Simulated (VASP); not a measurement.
# A VASP study of CO2 (PBEsol): structure first, properties next, part 6 of 7

Aim: relax CO2, then compute properties on the relaxed cell. The start is a computed cell from the Materials Project.

VASP 6.6.1; PBEsol; plane waves and PAW (C, O).

So far, gap on the k-mesh (eV): step 3 (full relaxation (PBEsol)) 7.54; step 4 (second relaxation) 7.54; step 7 (total and projected DOS (PBEsol)) 7.54; step 9 (volume scan with PBEsol, volume scale 0.94) 7.74.

### 10. Volume scan with PBEsol, volume scale 0.96

INCAR reads:

```
SYSTEM = CO2
PREC = Accurate
ENCUT = 520
EDIFF = 1E-06
NELM = 100
ISMEAR = 0
SIGMA = 0.05
LREAL = .FALSE.
ALGO = Normal
GGA = PS
NBANDS = 22
LORBIT = 11
LWAVE = .FALSE.
LCHARG = .FALSE.
KPAR = 4
ISIF = 2
```

POSCAR reads:

```
CO2
1.0
   -1.9382562655      1.9382562655      2.9306566091
    1.9382562655     -1.9382562655      2.9306566091
    1.9382562655      1.9382562655     -2.9306566091
C O
2 4
Direct
    0.7500000000      0.2500000000      0.5000000000
    0.0000000000      0.0000000000      0.0000000000
    0.7080362586      0.1250000000      0.0830362586
    0.0419637414      0.6250000000      0.9169637414
    0.3750000000      0.2919637414      0.4169637414
    0.8750000000      0.9580362586      0.5830362586
```

KPOINTS reads:

```
Automatic mesh
0
Gamma
8 8 8
0 0 0
```

Potentials, in the order of the species: C and O (PBE family, release 64).

On the command line:

```bash
> mpirun -np 4 vasp_std
```

The program printed:

```text
[... set-up lines as in an earlier step ...]
 entering main loop
       N       E                     dE             d eps       ncg     rms          rms(c)
DAV:   1     0.167124776246E+03    0.16712E+03   -0.18907E+04  2596   0.145E+03
DAV:   2    -0.411914543319E+02   -0.20832E+03   -0.20146E+03  3434   0.324E+02
DAV:   3    -0.488307017690E+02   -0.76392E+01   -0.76027E+01  3304   0.642E+01
DAV:   4    -0.489053664773E+02   -0.74665E-01   -0.74574E-01  3166   0.706E+00
DAV:   5    -0.489064948921E+02   -0.11284E-02   -0.11282E-02  3292   0.819E-01    0.128E+01
DAV:   6    -0.461075824891E+02    0.27989E+01   -0.78153E+00  3196   0.217E+01    0.528E+00
DAV:   7    -0.460388470832E+02    0.68735E-01   -0.63901E-01  3196   0.601E+00    0.283E+00
DAV:   8    -0.460119930288E+02    0.26854E-01   -0.73779E-02  3034   0.248E+00    0.483E-01
DAV:   9    -0.460091780792E+02    0.28149E-02   -0.17462E-02  3184   0.108E+00    0.186E-01
DAV:  10    -0.460091365398E+02    0.41539E-04   -0.17256E-03  3214   0.342E-01    0.576E-02
DAV:  11    -0.460091079180E+02    0.28622E-04   -0.17729E-04  3214   0.102E-01    0.184E-02
DAV:  12    -0.460091124912E+02   -0.45732E-05   -0.14679E-05  3130   0.311E-02    0.435E-03
DAV:  13    -0.460091125762E+02   -0.85029E-07   -0.22391E-06  2478   0.111E-02
   1 F= -.46009113E+02 E0= -.46009113E+02  d E =-.843185E-21
```

Wall time 13 s (4 MPI ranks of AMD EPYC 9R14 (Zen 4), shared host); peak memory 0.63 GiB.

From OUTCAR (step 10):

```text
   ENCUT  =  520.0 eV  38.22 Ry    6.18 a.u.   7.46  7.46  7.46*2*pi/ulx,y,z

   NELECT =      32.0000    total number of electrons

 E-fermi :   3.1269

 k-point     1 :       0.0000    0.0000    0.0000
  band No.  band energies     occupation
    ...
     12       1.4562      2.00000
     13       1.4562      2.00000
     14       1.8557      2.00000
     15       1.8557      2.00000
     16       2.3290      2.00000
     17      10.4865      0.00000
     18      12.5453      0.00000
     19      12.5453      0.00000
     20      12.8188      0.00000
     21      15.4672      0.00000
    ...

  Total        3.4471095      3.4471095      3.1664366      0.0000000      0.0000000      0.0000000
  in kB      125.4060097    125.4060097    115.1951140      0.0000000      0.0000000      0.0000000
  external PRESSURE =     122.0023778 kB  Pullay stress =       0.0000000 kB

 POSITION                                       TOTAL-FORCE (eV/Angst)
 -----------------------------------------------------------------------------------
     -0.00000      1.93826      1.46533         0.000000      0.000000     -0.000000
      0.00000      0.00000      0.00000         0.000000      0.000000      0.000000
     -0.96913      1.29102      2.19799         0.000000     -0.634910     -0.000000
      2.90738      0.64724     -0.73266         0.000000      0.634910      0.000000
      0.64724      0.96913      0.73266         0.634910      0.000000      0.000000
      1.29102      0.96913      3.66332        -0.634910      0.000000     -0.000000
 -----------------------------------------------------------------------------------
    total drift:                               -0.000002     -0.000002     -0.000002

  FREE ENERGIE OF THE ION-ELECTRON SYSTEM (eV)
  ---------------------------------------------------
  free  energy   TOTEN  =       -46.0091125762 eV

  energy  without entropy=      -46.0091125762  energy(sigma->0) =      -46.00911258

[... 4 parts as in an earlier step ...]

[... 12 further parts left out ...]
```

This step gave:

| Item | Value |
| --- | --- |
| free energy (TOTEN) | -46.01 eV |
| Fermi energy | 3.127 eV |
| pressure | 12.20 GPa |
| gap on the k-mesh | 7.676 eV |
| least direct gap on the k-mesh | 8.157 eV |

Force by atom:

| atom | x (eV/Å) | y (eV/Å) | z (eV/Å) | size |
| --- | --- | --- | --- | --- |
| C1 | 0.000 | 0.000 | 0.000 | 0.000 |
| C2 | 0.000 | 0.000 | 0.000 | 0.000 |
| O3 | 0.000 | -0.635 | 0.000 | 0.635 |
| O4 | 0.000 | 0.635 | 0.000 | 0.635 |
| O5 | 0.635 | 0.000 | 0.000 | 0.635 |
| O6 | -0.635 | 0.000 | 0.000 | 0.635 |

The pressure falls from 19.35 to 12.20 GPa.

The run ends at a pressure of 12.20 GPa, with forces up to 0.63 eV/Å.

### 11. Volume scan with PBEsol, volume scale 0.98

INCAR is that of step 10.

Changes to POSCAR since step 10:

```diff
@@ -2,5 +2,5 @@
 1.0
-   -1.9382562655      1.9382562655      2.9306566091
-    1.9382562655     -1.9382562655      2.9306566091
-    1.9382562655      1.9382562655     -2.9306566091
+   -1.9516239725      1.9516239725      2.9508686727
+    1.9516239725     -1.9516239725      2.9508686727
+    1.9516239725      1.9516239725     -2.9508686727
 C O
```

KPOINTS is that of step 10.

On the command line:

```bash
> mpirun -np 4 vasp_std
```

The program printed:

```text
[... set-up lines as in an earlier step ...]
 entering main loop
       N       E                     dE             d eps       ncg     rms          rms(c)
DAV:   1     0.165881611362E+03    0.16588E+03   -0.18995E+04  2596   0.145E+03
DAV:   2    -0.414465372651E+02   -0.20733E+03   -0.20095E+03  3446   0.324E+02
DAV:   3    -0.488632285663E+02   -0.74167E+01   -0.73842E+01  3304   0.628E+01
DAV:   4    -0.489329734095E+02   -0.69745E-01   -0.69676E-01  3166   0.678E+00
[...]
DAV:  11    -0.460627589670E+02    0.29171E-04   -0.19058E-04  3226   0.105E-01    0.187E-02
DAV:  12    -0.460627636936E+02   -0.47265E-05   -0.15205E-05  3088   0.315E-02    0.443E-03
DAV:  13    -0.460627638019E+02   -0.10832E-06   -0.23597E-06  2558   0.114E-02
   1 F= -.46062764E+02 E0= -.46062764E+02  d E =-.119045E-15
```

Run time: 13 s. Hardware: 4 MPI ranks; peak memory 0.64 GiB; 50 s of CPU time.

OUTCAR, selected parts (step 11):

```text
  Total        1.6604448      1.6604448      1.5302202      0.0000000      0.0000000      0.0000000
  in kB       59.1742621     59.1742621     54.5333705      0.0000000      0.0000000      0.0000000
  external PRESSURE =      57.6272983 kB  Pullay stress =       0.0000000 kB

 POSITION                                       TOTAL-FORCE (eV/Angst)
 -----------------------------------------------------------------------------------
      0.00000      1.95162      1.47543         0.000000     -0.000000     -0.000000
      0.00000      0.00000      0.00000         0.000000     -0.000000     -0.000000
     -0.97581      1.29992      2.21315         0.000000     -0.308652     -0.000000
      2.92744      0.65170     -0.73772         0.000000      0.308652      0.000000
      0.65170      0.97581      0.73772         0.308652     -0.000000      0.000000
      1.29992      0.97581      3.68859        -0.308652     -0.000000     -0.000000
 -----------------------------------------------------------------------------------
    total drift:                                0.000001      0.000001      0.000001

  FREE ENERGIE OF THE ION-ELECTRON SYSTEM (eV)
  ---------------------------------------------------
  free  energy   TOTEN  =       -46.0627638019 eV

  energy  without entropy=      -46.0627638019  energy(sigma->0) =      -46.06276380

[... 1 part as in an earlier step ...]

[... 2 further parts left out ...]
[key lines of the parts left out:]
E-fermi :   2.8398
```

The pressure falls from 12.20 to 5.76 GPa.

The run ends at a pressure of 5.76 GPa, with forces up to 0.31 eV/Å.

### 12. Volume scan with PBEsol, volume scale 1

INCAR is that of step 11.

Changes to POSCAR since step 11:

```diff
@@ -2,5 +2,5 @@
 1.0
-   -1.9516239725      1.9516239725      2.9508686727
-    1.9516239725     -1.9516239725      2.9508686727
-    1.9516239725      1.9516239725     -2.9508686727
+   -1.9648110210      1.9648110210      2.9708075794
+    1.9648110210     -1.9648110210      2.9708075794
+    1.9648110210      1.9648110210     -2.9708075794
 C O
```

KPOINTS is that of step 11.

On the command line:

```bash
> mpirun -np 4 vasp_std
```

The program printed:

```text
[... set-up lines as in an earlier step ...]
 entering main loop
       N       E                     dE             d eps       ncg     rms          rms(c)
[... 13 cycles as in an earlier step ...]
   1 F= -.46081458E+02 E0= -.46081458E+02  d E =-.103981E-12
```

It took 14 s on 4 MPI ranks; peak memory 0.66 GiB; 50 s of CPU time.

OUTCAR, selected parts (step 12):

```text
[... 6 parts as in an earlier step ...]

[... 1 further part left out ...]
[key lines of the parts left out:]
E-fermi :   2.5787
```

The pressure falls from 5.76 to -0.04 GPa.

The run ends at a pressure of -0.04 GPa, with forces up to 0.0074 eV/Å.

### 13. Volume scan with PBEsol, volume scale 1.02

INCAR is that of step 12.

Changes to POSCAR since step 12:

```diff
@@ -2,5 +2,5 @@
 1.0
-   -1.9648110210      1.9648110210      2.9708075794
-    1.9648110210     -1.9648110210      2.9708075794
-    1.9648110210      1.9648110210     -2.9708075794
+   -1.9778233937      1.9778233937      2.9904823752
+    1.9778233937     -1.9778233937      2.9904823752
+    1.9778233937      1.9778233937     -2.9904823752
 C O
```

KPOINTS is that of step 12.

On the command line:

```bash
> mpirun -np 4 vasp_std
```

The program printed:

```text
[... set-up lines as in an earlier step ...]
 entering main loop
       N       E                     dE             d eps       ncg     rms          rms(c)
DAV:   1     0.163396618249E+03    0.16340E+03   -0.18880E+04  2596   0.144E+03
DAV:   2    -0.412196470367E+02   -0.20462E+03   -0.19848E+03  3456   0.321E+02
DAV:   3    -0.488268281992E+02   -0.76072E+01   -0.75720E+01  3298   0.630E+01
DAV:   4    -0.489004151214E+02   -0.73587E-01   -0.73491E-01  3162   0.694E+00
[...]
DAV:  11    -0.460684410022E+02    0.30070E-04   -0.21995E-04  3202   0.112E-01    0.194E-02
DAV:  12    -0.460684459839E+02   -0.49816E-05   -0.16597E-05  3082   0.327E-02    0.470E-03
DAV:  13    -0.460684461161E+02   -0.13219E-06   -0.25996E-06  2660   0.121E-02
   1 F= -.46068446E+02 E0= -.46068446E+02  d E =-.179950E-10
```

Elapsed: 14 s, on 4 MPI ranks; peak memory 0.65 GiB; 51 s of CPU time.

From OUTCAR (step 13):

```text
  Total       -1.5818871     -1.5818871     -1.4433184      0.0000000      0.0000000      0.0000000
  in kB      -54.1638852    -54.1638852    -49.4192867      0.0000000      0.0000000      0.0000000
  external PRESSURE =     -52.5823523 kB  Pullay stress =       0.0000000 kB

 POSITION                                       TOTAL-FORCE (eV/Angst)
 -----------------------------------------------------------------------------------
     -0.00000      1.97782      1.49524        -0.000000     -0.000000      0.000000
      0.00000      0.00000      0.00000        -0.000000     -0.000000      0.000000
     -0.98891      1.31737      2.24286        -0.000000      0.270820      0.000000
      2.96674      0.66045     -0.74762         0.000000     -0.270820     -0.000000
      0.66045      0.98891      0.74762        -0.270820     -0.000000     -0.000000
      1.31737      0.98891      3.73810         0.270820     -0.000000      0.000000
 -----------------------------------------------------------------------------------
    total drift:                                0.000005      0.000005      0.000006

  FREE ENERGIE OF THE ION-ELECTRON SYSTEM (eV)
  ---------------------------------------------------
  free  energy   TOTEN  =       -46.0684461161 eV

  energy  without entropy=      -46.0684461160  energy(sigma->0) =      -46.06844612

[... 1 part as in an earlier step ...]

[... 2 further parts left out ...]
[key lines of the parts left out:]
E-fermi :   2.3309
```

The pressure falls from -0.04 to -5.26 GPa.

The run ends at a pressure of -5.26 GPa, with forces up to 0.27 eV/Å.

### 14. Volume scan with PBEsol, volume scale 1.04

INCAR is that of step 13.

Changes to POSCAR since step 13:

```diff
@@ -2,5 +2,5 @@
 1.0
-   -1.9778233937      1.9778233937      2.9904823752
-    1.9778233937     -1.9778233937      2.9904823752
-    1.9778233937      1.9778233937     -2.9904823752
+   -1.9906667627      1.9906667627      3.0099016360
+    1.9906667627     -1.9906667627      3.0099016360
+    1.9906667627      1.9906667627     -3.0099016360
 C O
```

KPOINTS is that of step 13.

On the command line:

```bash
> mpirun -np 4 vasp_std
```

The program printed:

```text
[... set-up lines as in an earlier step ...]
 entering main loop
       N       E                     dE             d eps       ncg     rms          rms(c)
DAV:   1     0.165288090313E+03    0.16529E+03   -0.18866E+04  2596   0.144E+03
DAV:   2    -0.411932905894E+02   -0.20648E+03   -0.19881E+03  3466   0.317E+02
DAV:   3    -0.487754636987E+02   -0.75822E+01   -0.75485E+01  3298   0.627E+01
DAV:   4    -0.488458938936E+02   -0.70430E-01   -0.70331E-01  3216   0.678E+00
[...]
DAV:  11    -0.460270225315E+02    0.30948E-04   -0.23805E-04  3220   0.117E-01    0.198E-02
DAV:  12    -0.460270276618E+02   -0.51303E-05   -0.17422E-05  3076   0.334E-02    0.487E-03
DAV:  13    -0.460270278099E+02   -0.14808E-06   -0.27531E-06  2866   0.124E-02
   1 F= -.46027028E+02 E0= -.46027028E+02  d E =-.686825E-15
```

Elapsed: 14 s, on 4 MPI ranks; peak memory 0.67 GiB; 54 s of CPU time.

OUTCAR, selected parts (step 14):

```text
  Total       -3.0530708     -3.0530708     -2.7939025      0.0000000      0.0000000      0.0000000
  in kB     -102.5269488   -102.5269488    -93.8236660      0.0000000      0.0000000      0.0000000
  external PRESSURE =     -99.6258545 kB  Pullay stress =       0.0000000 kB

 POSITION                                       TOTAL-FORCE (eV/Angst)
 -----------------------------------------------------------------------------------
      0.00000      1.99067      1.50495         0.000000     -0.000000      0.000000
      0.00000      0.00000      0.00000         0.000000     -0.000000     -0.000000
     -0.99533      1.32593      2.25743         0.000000      0.527960      0.000000
      2.98600      0.66474     -0.75248         0.000000     -0.527960      0.000000
      0.66474      0.99533      0.75248        -0.527960     -0.000000      0.000000
      1.32593      0.99533      3.76238         0.527960     -0.000000      0.000000
 -----------------------------------------------------------------------------------
    total drift:                                0.000002      0.000002      0.000001

  FREE ENERGIE OF THE ION-ELECTRON SYSTEM (eV)
  ---------------------------------------------------
  free  energy   TOTEN  =       -46.0270278099 eV

  energy  without entropy=      -46.0270278099  energy(sigma->0) =      -46.02702781

[... 1 part as in an earlier step ...]

[... 2 further parts left out ...]
[key lines of the parts left out:]
E-fermi :   2.1780
```

The pressure falls from -5.26 to -9.96 GPa.

The run ends at a pressure of -9.96 GPa, with forces up to 0.53 eV/Å.

### 15. Volume scan with PBEsol, volume scale 1.06

A prediction first. A least-squares parabola for the 6 pressures of evenly scaled cells so far, P = -0.05 -276.0 t +602 t² GPa with t = ln(V/V₁) and V₁ the volume at scale 1, gives -14.09 GPa at t = +0.0583.

INCAR is that of step 14.

Changes to POSCAR since step 14:

```diff
@@ -2,5 +2,5 @@
 1.0
-   -1.9906667627      1.9906667627      3.0099016360
-    1.9906667627     -1.9906667627      3.0099016360
-    1.9906667627      1.9906667627     -3.0099016360
+   -2.0033465106      2.0033465106      3.0290735009
+    2.0033465106     -2.0033465106      3.0290735009
+    2.0033465106      2.0033465106     -3.0290735009
 C O
```

KPOINTS is that of step 14.

On the command line:

```bash
> mpirun -np 4 vasp_std
```

The program printed:

```text
[... set-up lines as in an earlier step ...]
 entering main loop
       N       E                     dE             d eps       ncg     rms          rms(c)
DAV:   1     0.170136644621E+03    0.17014E+03   -0.18757E+04  2596   0.144E+03
DAV:   2    -0.405704960576E+02   -0.21071E+03   -0.20207E+03  3448   0.319E+02
DAV:   3    -0.486890284435E+02   -0.81185E+01   -0.80773E+01  3304   0.649E+01
DAV:   4    -0.487688021070E+02   -0.79774E-01   -0.79655E-01  3178   0.724E+00
[...]
DAV:  11    -0.459600424399E+02    0.31082E-04   -0.25490E-04  3220   0.121E-01    0.200E-02
DAV:  12    -0.459600477722E+02   -0.53322E-05   -0.18066E-05  3094   0.339E-02    0.497E-03
DAV:  13    -0.459600479276E+02   -0.15543E-06   -0.28162E-06  2866   0.125E-02
   1 F= -.45960048E+02 E0= -.45960048E+02  d E =-.975784E-20
```

The job ended after 14 s (4 MPI ranks; peak memory 0.7 GiB; 54 s of CPU time).

OUTCAR, selected parts (step 15):

```text
  Total       -4.4313130     -4.4313130     -4.0610794      0.0000000      0.0000000      0.0000000
  in kB     -146.0027575   -146.0027575   -133.8043145      0.0000000      0.0000000      0.0000000
  external PRESSURE =    -141.9366098 kB  Pullay stress =       0.0000000 kB

 POSITION                                       TOTAL-FORCE (eV/Angst)
 -----------------------------------------------------------------------------------
      0.00000      2.00335      1.51454        -0.000000     -0.000000      0.000000
      0.00000      0.00000      0.00000        -0.000000     -0.000000     -0.000000
     -1.00167      1.33437      2.27181        -0.000000      0.765458      0.000000
      3.00502      0.66897     -0.75727        -0.000000     -0.765458      0.000000
      0.66897      1.00167      0.75727        -0.765458     -0.000000      0.000000
      1.33437      1.00167      3.78634         0.765458     -0.000000      0.000000
 -----------------------------------------------------------------------------------
    total drift:                                0.000002      0.000002      0.000003

  FREE ENERGIE OF THE ION-ELECTRON SYSTEM (eV)
  ---------------------------------------------------
  free  energy   TOTEN  =       -45.9600479276 eV

  energy  without entropy=      -45.9600479276  energy(sigma->0) =      -45.96004793

[... 1 part as in an earlier step ...]

[... 2 further parts left out ...]
[key lines of the parts left out:]
E-fermi :   2.0351
```

The pressure falls from -9.96 to -14.19 GPa. The parabola predicted -14.09 GPa, +0.11 GPa off.

### 16. Side by side

Times are for 4 MPI ranks of AMD EPYC 9R14 (Zen 4), shared host. The series side by side:

| no. | volume scale | energy above the lowest point (meV/atom) | pressure (GPa) | gap on the k-mesh (eV) | time | memory (GiB) |
| --- | --- | --- | --- | --- | --- | --- |
| 1 | 0.94 | 27.5 | 19.35 | 7.743 | 13 s | 0.65 |
| 2 | 0.96 | 12.06 | 12.20 | 7.676 | 13 s | 0.63 |
| 3 | 0.98 | 3.12 | 5.763 | 7.608 | 13 s | 0.64 |
| 4 | 1 | 0 | -0.03551 | 7.540 | 14 s | 0.66 |
| 5 | 1.02 | 2.17 | -5.258 | 7.470 | 14 s | 0.65 |
| 6 | 1.04 | 9.07 | -9.963 | 7.399 | 14 s | 0.67 |
| 7 | 1.06 | 20.23 | -14.19 | 7.315 | 14 s | 0.7 |

### 17. Fit for PBEsol

This step: Birch-Murnaghan fit, PBEsol; plane waves and PAW (VASP 6.6.1).

Derived from the runs above.

This step gave:

```yaml
pressure_derivative_of_the_bulk_modulus: 4.238
r_m_s_error_of_the_fit: 4.20e-6 eV/atom
minimum_inside_the_sampled_range: yes
bulk_modulus: 273.7 GPa
equilibrium_volume_of_the_fit: 7.657 Å³/atom
```

The energy above the fitted minimum by volume:

| volume (Å³/atom) | energy above the fitted minimum (eV/atom) |
| --- | --- |
| 7.187 | 0.0275 |
| 7.340 | 0.0121 |
| 7.493 | 0.00312 |
| 7.646 | 5.5e-6 |
| 7.799 | 0.00217 |
| 7.952 | 0.00908 |
| 8.105 | 0.0202 |

The fit over cells of fixed shape and fractional positions puts the volume +0.15 % from the relaxed one. At a finite cutoff and mesh the minimum of the energy and the zero of the stress don't quite coincide, and the relaxation stops at a threshold. The atoms bear forces along the scan, since they were held; freeing them would lower the modulus.

(Continued in part 7 of 7.)

[Lines on the potential files, build, host, timing and source positions are cut from VASP's logs without a mark.]

[Logs are printed without paths, hosts, clocks, repeated set-up lines and the standing remarks that a program may print on its own settings, such as how far it seeks lower states.]

[Hosts, paths, dates, database ids (printed as entryN), source tags and the programs' standing remarks are cut or masked in the printed files.]

[A measured line is paired with the nearest computed mode of its activity, which favours agreement.]

[In band tables of VASP the shares of atoms and orbitals are scaled to a sum of 1 inside the atoms' spheres.]
